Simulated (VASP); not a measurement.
# SbRh under strain, part 4 of 4

How does the pressure of SbRh answer to a change of volume? The bands are shown for each cell. All runs use PBEsol. Left out of this account: 1 further run (self-consistent run: a reference on another mesh). The start is a cell from a database of measured crystal structures.

VASP 6.6.1; PBEsol; plane waves and PAW (Sb, Rh_pv).

Still holding for the runs below: Spin-orbit coupling is off here; with elements this heavy it splits and shifts levels by tenths of an eV or more.

So far, pressure (GPa): step 2 (bands, cell as listed) -0.497; step 3 (cell volume +4.0 %) -6.37; step 4 (cell volume +8.0 %) -11.0; step 5 (bands, sheared, principal strains -2.2, -0.9, +3.1 %) 0.0615; step 6 (cell volume -4.0 %) 6.99.

## 7. Bands, volume times 0.92

The cell is scaled evenly once more. A prediction first. A parabola through the 4 pressures of evenly scaled cells so far, P = -0.47 -166.4 t +395 t² GPa with t = ln(V/V₁) and V₁ the volume at scale 1, gives 16.15 GPa at t = -0.0834.

Contents of INCAR:

```
SYSTEM = SbRh
PREC = Accurate
ENCUT = 400
EDIFF = 1E-06
NELM = 100
ISMEAR = -1
SIGMA = 0.05
LREAL = .FALSE.
ALGO = Normal
GGA = PS
NBANDS = 61
LASPH = .TRUE.
LORBIT = 11
LWAVE = .FALSE.
LCHARG = .FALSE.
KPAR = 8
```

Contents of POSCAR:

```
SbRh
1.0
    5.8081059524      0.0000000000      0.0000000000
    0.0000000000      3.7562353057      0.0000000000
    0.0000000000      0.0000000000      6.1508462548
Sb Rh
4 4
Direct
    0.1949000000      0.2500000000      0.5915000000
    0.3051000000      0.7500000000      0.0915000000
    0.6949000000      0.2500000000      0.9085000000
    0.8051000000      0.7500000000      0.4085000000
    0.0053000000      0.2500000000      0.1942000000
    0.4947000000      0.7500000000      0.6942000000
    0.5053000000      0.2500000000      0.3058000000
    0.9947000000      0.7500000000      0.8058000000
```

Contents of KPOINTS:

```
Automatic mesh
0
Gamma
5 8 5
0 0 0
```

Contents of KPOINTS_OPT:

```
Line mode
12
Line-mode
Reciprocal
  0.00000000   0.00000000   0.00000000 GAMMA
  0.00000000  -0.50000000   0.00000000 X

  0.00000000  -0.50000000   0.00000000 X
 -0.50000000  -0.50000000   0.00000000 S

 -0.50000000  -0.50000000   0.00000000 S
 -0.50000000   0.00000000   0.00000000 Y

 -0.50000000   0.00000000   0.00000000 Y
  0.00000000   0.00000000   0.00000000 GAMMA

  0.00000000   0.00000000   0.00000000 GAMMA
  0.00000000   0.00000000  -0.50000000 Z

  0.00000000   0.00000000  -0.50000000 Z
  0.00000000  -0.50000000  -0.50000000 U

  0.00000000  -0.50000000  -0.50000000 U
 -0.50000000  -0.50000000  -0.50000000 R

 -0.50000000  -0.50000000  -0.50000000 R
 -0.50000000   0.00000000  -0.50000000 T

 -0.50000000   0.00000000  -0.50000000 T
  0.00000000   0.00000000  -0.50000000 Z

 -0.50000000   0.00000000   0.00000000 Y
 -0.50000000   0.00000000  -0.50000000 T

  0.00000000  -0.50000000  -0.50000000 U
  0.00000000  -0.50000000   0.00000000 X

 -0.50000000  -0.50000000   0.00000000 S
 -0.50000000  -0.50000000  -0.50000000 R
```

The projector-augmented-wave data sets are Sb and Rh_pv (PBE family, release 64).

Command:

```
> mpirun -np 8 vasp_std
```

Output:

```text
[... set-up lines as in an earlier step ...]
 entering main loop
       N       E                     dE             d eps       ncg     rms          rms(c)
DAV:   1     0.753523275279E+03    0.75352E+03   -0.36558E+04  6226   0.107E+03
DAV:   2    -0.206045356172E+02   -0.77413E+03   -0.73409E+03  6187   0.354E+02
DAV:   3    -0.547915851247E+02   -0.34187E+02   -0.33414E+02  6217   0.791E+01
DAV:   4    -0.553297495492E+02   -0.53816E+00   -0.53742E+00  6094   0.103E+01
DAV:   5    -0.553417147411E+02   -0.11965E-01   -0.11965E-01  6213   0.164E+00    0.215E+01
DAV:   6    -0.546095272049E+02    0.73219E+00   -0.20924E+00  6068   0.907E+00    0.917E+00
DAV:   7    -0.544224394899E+02    0.18709E+00   -0.54611E-01  5766   0.470E+00    0.593E+00
DAV:   8    -0.543228618441E+02    0.99578E-01   -0.29029E-01  6106   0.328E+00    0.343E-01
DAV:   9    -0.543220723729E+02    0.78947E-03   -0.80612E-03  5874   0.392E-01    0.203E-01
DAV:  10    -0.543216343701E+02    0.43800E-03   -0.12565E-03  6012   0.197E-01    0.311E-02
DAV:  11    -0.543216239706E+02    0.10400E-04   -0.10019E-04  5998   0.547E-02    0.156E-02
DAV:  12    -0.543216253529E+02   -0.13823E-05   -0.11093E-05  6048   0.197E-02    0.855E-03
DAV:  13    -0.543216240842E+02    0.12687E-05   -0.12417E-06  3356   0.700E-03    0.291E-03
DAV:  14    -0.543216237633E+02    0.32090E-06   -0.13419E-07  3285   0.216E-03
   1 F= -.54321624E+02 E0= -.54309767E+02  d E =-.237142E-01
 Start KPOINTS_OPT (optional k-point list driver)
k-point batch [1-45\144]
       N       E                     dE             ncg
DAV:   1     0.187199367748E+05   -0.44728E+05     6210
DAV:   2    -0.156881889499E+05   -0.34408E+05     6230
DAV:   3    -0.171763845263E+05   -0.14882E+04     6177
DAV:   4    -0.172003977755E+05   -0.24013E+02     6102
DAV:   5    -0.172009710248E+05   -0.57325E+00     6560
DAV:   6    -0.172009936834E+05   -0.22659E-01     6153
DAV:   7    -0.172009949829E+05   -0.12995E-02     6386
DAV:   8    -0.172009950637E+05   -0.80802E-04     5571
DAV:   9    -0.172009950673E+05   -0.35244E-05     3994
DAV:  10    -0.172009950677E+05   -0.43041E-06     3388
[...]
k-point batch [136-144\144]
       N       E                     dE             ncg
DAV:   1     0.596388476941E+05   -0.17091E+05     1250
DAV:   2     0.527941029585E+05   -0.68447E+04     1228
DAV:   3     0.525042813071E+05   -0.28982E+03     1228
DAV:   4     0.525000997297E+05   -0.41816E+01     1158
DAV:   5     0.524999917174E+05   -0.10801E+00     1251
DAV:   6     0.524999871424E+05   -0.45750E-02     1181
DAV:   7     0.524999868713E+05   -0.27105E-03     1307
DAV:   8     0.524999868536E+05   -0.17730E-04     1109
DAV:   9     0.524999868531E+05   -0.50353E-06      728
```

It took 3.4 min on 8 MPI ranks of AMD EPYC 7571, shared host; peak memory 3.6 GiB.

From OUTCAR (step 7):

```text
   ENCUT  =  400.0 eV  29.40 Ry    5.42 a.u.   9.47  6.13 10.03*2*pi/ulx,y,z

   NELECT =      80.0000    total number of electrons

 E-fermi :  12.6237

 k-point     1 :       0.0000    0.0000    0.0000
  band No.  band energies     occupation
    ...
     36      10.3445      2.00000
     37      10.4098      2.00000
     38      10.5047      2.00000
     39      11.1865      2.00000
     40      11.9430      2.00000
     41      13.6115      0.00000
     42      13.6593      0.00000
     43      14.8509      0.00000
     44      15.1978      0.00000
     45      15.3220      0.00000
    ...

  Total       14.3725626     13.9189371     13.2146528      0.0000000      0.0000000      0.0000000
  in kB      171.6020997    166.1860105    157.7771649      0.0000000      0.0000000      0.0000000
  external PRESSURE =     165.1884250 kB  Pullay stress =       0.0000000 kB

 POSITION                                       TOTAL-FORCE (eV/Angst)
 -----------------------------------------------------------------------------------
      1.13200      0.93906      3.63823        -0.128392     -0.000000      0.112271
      1.77205      2.81718      0.56280         0.128392      0.000000      0.112271
      4.03605      0.93906      5.58804        -0.128392     -0.000000     -0.112271
      4.67611      2.81718      2.51262         0.128392      0.000000     -0.112271
      0.03078      0.93906      1.19449         0.285108     -0.000000     -0.276000
      2.87327      2.81718      4.26992        -0.285108      0.000000     -0.276000
      2.93484      0.93906      1.88093         0.285108     -0.000000      0.276000
      5.77732      2.81718      4.95635        -0.285108      0.000000      0.276000
 -----------------------------------------------------------------------------------
    total drift:                                0.000000      0.000000      0.000000

  FREE ENERGIE OF THE ION-ELECTRON SYSTEM (eV)
  ---------------------------------------------------
  free  energy   TOTEN  =       -54.3216237633 eV

  energy  without entropy=      -54.2979095937  energy(sigma->0) =      -54.30976668

[... 4 parts as in an earlier step ...]

[... 12 further parts left out ...]
```

This step gave:

```yaml
free_energy_toten: -54.3216 eV
energy_at_zero_smearing: -54.3098 eV
fermi_energy: 12.62 eV
pressure: 16.52 GPa
```

Electronic bands along the path, in eV, zero at the Fermi level; # counts the bands kept, so #1 is VASP's band 17:

```tsv
point	#21	#22	#23	#24	#25	#26	#27	#28
Γ	-2.21	-2.12	-1.44	-0.68	0.99	1.04	2.23	2.57
0.45 of the way	-1.98	-1.27	-1.16	-0.46	0.39	0.89	1.19	1.63
X	-1.99	-1.99	-1.74	-1.74	-0.05	-0.05	1.75	1.75
0.55 of the way	-1.95	-1.95	-1.68	-1.68	0.23	0.23	1.08	1.08
S	-1.64	-1.64	-1.64	-1.64	0.58	0.58	0.58	0.58
0.55 of the way	-1.46	-1.46	-0.88	-0.88	0.60	0.60	1.63	1.63
Y	-1.91	-1.91	0.02	0.02	0.85	0.85	2.10	2.10
0.45 of the way	-2.04	-1.55	-0.82	-0.58	1.19	1.78	1.87	2.35
Γ	-2.21	-2.12	-1.44	-0.68	0.99	1.04	2.23	2.57
0.45 of the way	-1.72	-1.71	-1.05	-0.52	1.08	1.09	1.80	2.21
Z	-1.71	-1.71	0.13	0.13	0.50	0.50	1.66	1.66
0.45 of the way	-1.59	-1.59	-0.69	-0.69	0.38	0.38	2.02	2.02
U	-2.05	-2.05	-1.91	-1.91	0.45	0.45	1.05	1.05
0.45 of the way	-1.99	-1.99	-1.87	-1.87	0.95	0.95	1.43	1.43
R	-1.86	-1.86	-1.86	-1.86	2.13	2.13	2.13	2.13
0.45 of the way	-1.23	-1.23	-0.76	-0.76	0.46	0.46	1.31	1.31
T	-1.36	-1.36	0.38	0.38	1.65	1.65	2.06	2.06
0.45 of the way	-1.53	-1.53	0.07	0.07	1.09	1.09	1.82	1.82
Z	-1.71	-1.71	0.13	0.13	0.50	0.50	1.66	1.66
jump to Y	-1.91	-1.91	0.02	0.02	0.85	0.85	2.10	2.10
0.55 of the way	-1.72	-1.72	0.33	0.33	1.38	1.38	1.68	1.68
T	-1.36	-1.36	0.38	0.38	1.65	1.65	2.06	2.06
jump to U	-2.05	-2.05	-1.91	-1.91	0.45	0.45	1.05	1.05
0.45 of the way	-2.09	-2.09	-1.90	-1.90	0.09	0.09	1.32	1.32
X	-1.99	-1.99	-1.74	-1.74	-0.05	-0.05	1.75	1.75
jump to S	-1.64	-1.64	-1.64	-1.64	0.58	0.58	0.58	0.58
```

Of the projections kept (Sb, Rh), the largest for each band there; the rest of the weight can lie on other orbitals:

```tsv
point	#21	#22	#23	#24	#25	#26	#27	#28
Γ	Rh 0.98	Rh 0.93	Rh 0.88	Rh 0.93	Rh 0.68	Rh 0.76	Sb 0.67	Sb 0.72
X	Rh 0.97	Rh 0.97	Rh 0.81	Rh 0.81	Rh 0.91	Rh 0.91	Rh 0.63	Rh 0.63
S	Rh 0.92	Rh 0.92	Rh 0.92	Rh 0.92	Rh 0.79	Rh 0.79	Rh 0.79	Rh 0.79
Y	Rh 0.99	Rh 0.99	Rh 0.61	Rh 0.61	Rh 0.61	Rh 0.61	Sb 0.53	Sb 0.53
Γ	Rh 0.98	Rh 0.93	Rh 0.88	Rh 0.93	Rh 0.68	Rh 0.76	Sb 0.67	Sb 0.72
Z	Rh 0.75	Rh 0.75	Rh 0.87	Rh 0.87	Rh 0.65	Rh 0.65	Sb 0.54	Sb 0.54
```

Force by atom:

```tsv
atom	x (eV/Å)	y (eV/Å)	z (eV/Å)	size
Sb1	-0.128	0.000	0.112	0.171
Sb2	0.128	0.000	0.112	0.171
Sb3	-0.128	0.000	-0.112	0.171
Sb4	0.128	0.000	-0.112	0.171
Rh5	0.285	0.000	-0.276	0.397
Rh6	-0.285	0.000	-0.276	0.397
Rh7	0.285	0.000	0.276	0.397
Rh8	-0.285	0.000	0.276	0.397
```

 The pressure is 16.52 GPa. The parabola predicted 16.15 GPa, -0.37 GPa off.

## 8. Bands, atoms displaced by up to 0.23 Å

The atoms are moved off their sites at random, as a crude picture of disorder.

INCAR is that of step 7.

Contents of POSCAR:

```
SbRh
1.0
    5.9718000000      0.0000000000      0.0000000000
    0.0000000000      3.8621000000      0.0000000000
    0.0000000000      0.0000000000      6.3242000000
Sb Rh
4 4
Direct
    0.1878120000      0.2550950000      0.6062220000
    0.3153050000      0.7493840000      0.0954950000
    0.6989430000      0.2022910000      0.9008540000
    0.8065700000      0.7486960000      0.4140600000
   -0.0228960000      0.2126290000      0.2047140000
    0.5180640000      0.7303900000      0.6926780000
    0.5051750000      0.2522980000      0.3051640000
    0.9996360000      0.7317000000      0.7967810000
```

KPOINTS is that of step 7.

KPOINTS_OPT is that of step 7.

Command:

```
> mpirun -np 8 vasp_std
```

Output:

```text
[... set-up lines as in an earlier step ...]
 entering main loop
       N       E                     dE             d eps       ncg     rms          rms(c)
DAV:   1     0.723575236004E+03    0.72358E+03   -0.36749E+04 13954   0.106E+03
DAV:   2    -0.218140924871E+02   -0.74539E+03   -0.70702E+03 13962   0.344E+02
DAV:   3    -0.547278784940E+02   -0.32914E+02   -0.32078E+02 13778   0.762E+01
DAV:   4    -0.552553242263E+02   -0.52745E+00   -0.52648E+00 13765   0.100E+01
DAV:   5    -0.552666579313E+02   -0.11334E-01   -0.11333E-01 13828   0.159E+00    0.180E+01
DAV:   6    -0.545234768740E+02    0.74318E+00   -0.22838E+00 13796   0.924E+00    0.747E+00
DAV:   7    -0.543356615324E+02    0.18782E+00   -0.64757E-01 12942   0.505E+00    0.548E+00
DAV:   8    -0.542317172204E+02    0.10394E+00   -0.36116E-01 13662   0.383E+00    0.903E-01
DAV:   9    -0.542222258151E+02    0.94914E-02   -0.33818E-02 13644   0.225E+00    0.391E-01
DAV:  10    -0.542206188454E+02    0.16070E-02   -0.39579E-03 13483   0.499E-01    0.195E-01
DAV:  11    -0.542205091079E+02    0.10974E-03   -0.13109E-03 13377   0.356E-01    0.113E-01
DAV:  12    -0.542203397001E+02    0.16941E-03   -0.40576E-04 13432   0.280E-01    0.243E-02
DAV:  13    -0.542203399373E+02   -0.23720E-06   -0.48271E-05 13344   0.474E-02    0.106E-02
DAV:  14    -0.542203401587E+02   -0.22136E-06   -0.40018E-06 13008   0.158E-02
   1 F= -.54220340E+02 E0= -.54206118E+02  d E =-.284439E-01
 Start KPOINTS_OPT (optional k-point list driver)
k-point batch [1-101\144]
       N       E                     dE             ncg
DAV:   1     0.310992547534E+05   -0.10741E+06    13962
DAV:   2    -0.441790043381E+05   -0.75278E+05    13978
DAV:   3    -0.475108225131E+05   -0.33318E+04    13901
DAV:   4    -0.475660609440E+05   -0.55238E+02    13659
DAV:   5    -0.475673023973E+05   -0.12415E+01    14616
DAV:   6    -0.475673515671E+05   -0.49170E-01    13812
DAV:   7    -0.475673543519E+05   -0.27849E-02    14556
DAV:   8    -0.475673545108E+05   -0.15890E-03    12273
DAV:   9    -0.475673545172E+05   -0.63688E-05     8504
DAV:  10    -0.475673545182E+05   -0.10044E-05     7782
DAV:  11    -0.475673545186E+05   -0.37579E-06     7537
k-point batch [102-144\144]
       N       E                     dE             ncg
DAV:   1     0.909915040282E+05   -0.59659E+05     5950
DAV:   2     0.589677217415E+05   -0.32024E+05     6009
DAV:   3     0.575535218633E+05   -0.14142E+04     5885
DAV:   4     0.575307673199E+05   -0.22755E+02     5759
DAV:   5     0.575302390187E+05   -0.52830E+00     6254
DAV:   6     0.575302180858E+05   -0.20933E-01     5857
DAV:   7     0.575302169104E+05   -0.11754E-02     6207
DAV:   8     0.575302168473E+05   -0.63054E-04     4969
DAV:   9     0.575302168445E+05   -0.28283E-05     3480
DAV:  10     0.575302168440E+05   -0.45785E-06     3272
```

Run time: 5.1 min. Hardware: 8 MPI ranks; peak memory 6.4 GiB; 41 min of CPU time.

OUTCAR, selected parts (step 8):

```text
   NELECT =      80.0000    total number of electrons

 E-fermi :  11.1111

 k-point     1 :       0.0000    0.0000    0.0000
  band No.  band energies     occupation
    ...
     36       9.0735      2.00000
     37       9.3109      2.00000
     38       9.3950      2.00000
     39       9.8736      2.00000
     40      10.6565      1.99977
     41      11.9385      0.00000
     42      12.0731      0.00000
     43      13.2989      0.00000
     44      13.4455      0.00000
     45      13.8770      0.00000
    ...

  Total        1.9566710      4.0617609      2.2036986      0.7144429      0.6245873     -1.1554301
  in kB       21.4928511     44.6159935     24.2063001      7.8477249      6.8607151    -12.6917027
  external PRESSURE =      30.1050483 kB  Pullay stress =       0.0000000 kB

 POSITION                                       TOTAL-FORCE (eV/Angst)
 -----------------------------------------------------------------------------------
      1.12158      0.98520      3.83387         1.431885     -1.028269     -1.345651
      1.88294      2.89420      0.60393        -0.843343     -0.221384     -0.151974
      4.17395      0.78127      5.69718        -0.042465      1.416684      0.573534
      4.81667      2.89154      2.61860        -0.045288     -1.063927     -0.540040
      5.83507      0.82119      1.29465         1.814900      1.001159     -0.744176
      3.09377      2.82084      4.38063        -1.734434     -0.566854      0.147373
      3.01680      0.97440      1.92992        -0.587123     -0.014581      0.598536
      5.96963      2.82590      5.03900         0.005867      0.477173      1.462399
 -----------------------------------------------------------------------------------
    total drift:                                0.000763     -0.000236     -0.000130

  FREE ENERGIE OF THE ION-ELECTRON SYSTEM (eV)
  ---------------------------------------------------
  free  energy   TOTEN  =       -54.2203401587 eV

  energy  without entropy=      -54.1918962827  energy(sigma->0) =      -54.20611822

[... 5 parts as in an earlier step ...]

[... 12 further parts left out ...]
```

Numbers from this step:

| Quantity | Value |
| --- | --- |
| irreducible k-points | 101 |
| symmetry operations | 1 |
| free energy (TOTEN) | -54.2203 eV |
| energy at zero smearing | -54.2061 eV |
| Fermi energy | 11.11 eV |
| pressure | 3.011 GPa |

Electronic bands along the path, in eV, zero at the Fermi level; # counts the bands kept, so #1 is VASP's band 17:

```tsv
point	#21	#22	#23	#24	#25	#26	#27	#28
Γ	-1.80	-1.72	-1.24	-0.45	0.83	0.96	2.19	2.33
0.55 of the way	-1.73	-1.32	-0.99	-0.31	0.19	0.85	1.01	1.45
X	-1.82	-1.67	-1.50	-1.41	-0.04	0.02	1.67	1.82
0.55 of the way	-1.74	-1.67	-1.40	-1.37	0.10	0.12	0.95	1.04
S	-1.51	-1.46	-1.34	-1.34	0.23	0.33	0.57	0.64
0.45 of the way	-1.35	-1.21	-0.91	-0.86	0.41	0.59	1.21	1.34
Y	-1.70	-1.60	-0.15	0.30	0.76	1.01	1.85	2.00
0.45 of the way	-1.79	-1.35	-0.56	-0.43	1.18	1.56	1.75	2.20
Γ	-1.80	-1.72	-1.24	-0.45	0.83	0.96	2.19	2.33
0.55 of the way	-1.51	-1.26	-0.63	-0.28	0.92	1.02	1.64	1.78
Z	-1.24	-1.21	0.08	0.16	0.47	0.73	1.31	1.46
0.45 of the way	-1.41	-1.25	-0.63	-0.46	0.27	0.37	1.72	1.86
U	-1.83	-1.79	-1.63	-1.57	0.18	0.51	0.74	0.80
0.45 of the way	-1.83	-1.77	-1.65	-1.52	0.61	0.91	1.09	1.18
R	-1.75	-1.70	-1.63	-1.55	1.55	1.75	1.84	1.96
0.55 of the way	-0.95	-0.82	-0.34	-0.21	0.33	0.39	0.99	1.03
T	-1.01	-0.98	0.32	0.37	1.43	1.61	1.94	1.98
0.55 of the way	-1.18	-1.08	0.01	0.08	0.86	1.03	1.51	1.61
Z	-1.24	-1.21	0.08	0.16	0.47	0.73	1.31	1.46
jump to Y	-1.70	-1.60	-0.15	0.30	0.76	1.01	1.85	2.00
0.45 of the way	-1.53	-1.42	0.10	0.46	1.12	1.26	1.56	1.72
T	-1.01	-0.98	0.32	0.37	1.43	1.61	1.94	1.98
jump to U	-1.83	-1.79	-1.63	-1.57	0.18	0.51	0.74	0.80
0.55 of the way	-1.88	-1.75	-1.61	-1.56	-0.04	0.05	1.13	1.29
X	-1.82	-1.67	-1.50	-1.41	-0.04	0.02	1.67	1.82
jump to S	-1.51	-1.46	-1.34	-1.34	0.23	0.33	0.57	0.64
```

Of the projections kept (Sb, Rh), the largest for each band there; the rest of the weight can lie on other orbitals:

```tsv
point	#21	#22	#23	#24	#25	#26	#27	#28
Γ	Rh 0.91	Rh 0.74	Rh 0.90	Rh 0.93	Rh 0.72	Rh 0.77	Sb 0.62	Sb 0.71
X	Rh 0.97	Rh 0.96	Rh 0.88	Rh 0.84	Rh 0.92	Rh 0.92	Rh 0.66	Rh 0.65
S	Rh 0.93	Rh 0.93	Rh 0.92	Rh 0.93	Rh 0.80	Rh 0.80	Rh 0.80	Rh 0.81
Y	Rh 0.98	Rh 0.99	Rh 0.65	Rh 0.62	Rh 0.62	Rh 0.62	Sb 0.50	Sb 0.51
Γ	Rh 0.91	Rh 0.74	Rh 0.90	Rh 0.93	Rh 0.72	Rh 0.77	Sb 0.62	Sb 0.71
Z	Rh 0.79	Rh 0.77	Rh 0.87	Rh 0.86	Rh 0.66	Rh 0.66	Sb 0.51	Sb 0.51
```

Force by atom:

```tsv
atom	x (eV/Å)	y (eV/Å)	z (eV/Å)	size
Sb1	1.43	-1.03	-1.35	2.22
Sb2	-0.84	-0.22	-0.15	0.89
Sb3	-0.04	1.42	0.57	1.53
Sb4	-0.05	-1.06	-0.54	1.19
Rh5	1.81	1.00	-0.74	2.20
Rh6	-1.73	-0.57	0.15	1.83
Rh7	-0.59	-0.01	0.60	0.84
Rh8	0.01	0.48	1.46	1.54
```

 The pressure is 3.01 GPa, and the symmetry operations fall from 8 to 1.

## 9. Side by side

| cell | mesh | pressure (GPa) | gap (eV) |
| --- | --- | --- | --- |
| cell as listed | 5×8×5 | -0.50 | none |
| volume times 1.04 | 5×8×5 | -6.37 | none |
| volume times 1.08 | 5×8×5 | -10.95 | none |
| sheared, principal strains -2.2, -0.9, +3.1 % | 5×8×5 | 0.06 | none |
| volume times 0.96 | 5×8×5 | 6.99 | none |
| volume times 0.92 | 5×8×5 | 16.52 | none |
| atoms displaced by up to 0.23 Å | 5×8×5 | 3.01 | none |

## 10. Summary of results

```json
{
  "pressure, cell as listed": "-0.497 GPa",
  "pressure, volume times 1.04": "-6.37 GPa",
  "pressure, volume times 1.08": "-11.0 GPa",
  "pressure, sheared, principal strains -2.2, -0.9, +3.1 %": "0.0615 GPa",
  "pressure, volume times 0.96": "6.99 GPa",
  "pressure, volume times 0.92": "16.5 GPa",
  "pressure, atoms displaced by up to 0.23 Å": "3.01 GPa",
  "bulk modulus at the listed volume, shape and positions held": "168 GPa"
}
```

**Reading.** The slope of pressure against ln V at the listed volume gives a bulk modulus of 168 GPa at fixed shape and positions, an upper bound since the atoms bear forces. The atoms were not relaxed in the changed cells. Spin-orbit coupling is left out, and with elements this heavy it would split and shift bands near the Fermi level.

[Lines on the potential files, build, host, timing and source positions are cut from VASP's logs without a mark.]

[Logs are printed without paths, hosts, clocks, repeated set-up lines and the standing remarks that a program may print on its own settings, such as how far it seeks lower states.]

[Hosts, paths, dates, database ids (printed as entryN), source tags and the programs' standing remarks are cut or masked in the printed files.]

[A measured line is paired with the nearest computed mode of its activity, which favours agreement.]
